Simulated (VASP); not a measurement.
VASP runs on HfO₂ (atoms displaced from the space group 225 structure) share one base input (PBEsol GGA, plane waves, VASP's PBE PAW potentials (set 64)) and change the settings named in each case.

POSCAR:
```
HfO2
1
    0.0000000000     2.5160800000     2.5160800000
    2.5160800000     0.0000000000     2.5160800000
    2.5160800000     2.5160800000     0.0000000000
Hf O
1 2
Direct
  0.0343930000  -0.0113290000  -0.0384870000
  0.7581300000   0.7800770000   0.7320350000
  0.2074780000   0.2312510000   0.3064530000
```

### INCAR
```
SYSTEM = HfO2
PREC = Accurate
ENCUT = 400
EDIFF = 1E-6
NELM = 100
ALGO = Normal
LREAL = .FALSE.
LASPH = .TRUE.
ISMEAR = 0
SIGMA = 0.02
GGA = PS
LMAXMIX = 6
LWAVE = .FALSE.
LCHARG = .FALSE.
ISIF = 2
```

**KPOINTS**
```
Automatic mesh
0
Gamma
8 8 8
0 0 0
```

POTCAR, in this order: Hf_pv O (PBE.64 set). Program: vasp_std.

```csv
change,E(σ→0) (eV/atom),pressure (GPa),largest force (eV/Å),gap on the mesh (eV),−TS (eV)
base run,-10.3595,2.85,4.517,3.59,0.0000
"LDAU = .TRUE., LDAUJ = 0 0, LDAUL = 2 -1, LDAUTYPE = 2, LDAUU = 2.0 0",-9.9386,9.25,4.955,3.80,0.0000
"ISMEAR = -1, SIGMA = 0.3",-10.3591,2.86,4.517,3.59,-0.0030
ISYM = 0,-10.3595,2.85,4.517,3.59,0.0000
EDIFF = 1E-01,-10.3617,10.82,4.545,3.59,0.0000
NBANDS = 43,-10.3595,2.86,4.517,3.59,0.0000
"KPOINTS 4×4×4 Γ-centred mesh shifted by (0.5, 0.5, 0.5)",-10.3594,2.83,4.518,4.03,0.0000
```
 Energies of different potentials or functionals have different zeros.  Unless said otherwise, spin-orbit coupling is left out, though it shifts the bands of the heavy elements here. At 400 eV the pressure can carry a Pulay error.

Left out are runs that ran out of time, are held back, or changed the cell or the kind of run, fixed moments of cells without a moment, rows past the twelfth, gaps on odd meshes, pressures of charged cells and columns that move by less than the noise.

The structure comes from a computed database's HfO2 entry; how it stands against other phases isn't given here. The cell was not relaxed at this level, its atoms were moved at random.
